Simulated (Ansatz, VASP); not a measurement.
Two plane-wave programs on Y4Os

```
CELL_PARAMETERS angstrom
-3.36779 3.36779 3.36779
3.36779 -3.36779 3.36779
3.36779 3.36779 -3.36779
ATOMIC_POSITIONS crystal
Y 0.00000 0.00000 0.50000
Y 0.00000 0.50000 0.00000
Y 0.50000 0.00000 0.00000
Y 0.50000 0.50000 0.50000
Os 0.00000 0.00000 0.00000
```

Change from the starting cell: species swapped into the MnGa4 type (Im-3m, No. 229).

Alike in both runs: functional PBE; k mesh 8 × 8 × 8; occupations gaussian, width 0.1 eV; no spin polarisation.

Ansatz relaxed the structure, and its values are those at the end. VASP's run is a single point on that final structure, the one shown.

|  | VASP | Ansatz |
| --- | --- | --- |
| version | VASP 6.6.1 | Ansatz 0.2.0 |
| potentials or method | VASP PAW PBE potentials, release 64 (Y_sv, Os) | scalar-relativistic, plane waves, PAW |
| plane-wave cutoff (eV) | 520 | 420 |
| valence electrons in the cell | 52 | 60 |

VASP gave:

```
gap on the k mesh at the Fermi level (eV) : none
pressure (GPa)                            : -0.1
```

Question: What did Ansatz give for the same quantities?

Answer: gap on the k mesh at the Fermi level (eV): none; pressure (GPa): 0.0.

A gap of «none» marks a metal or a gap that the smearing closes. The two sets of potentials don't hold the same shells in valence.

Spin-orbit coupling is left out, which matters for the levels of Os.
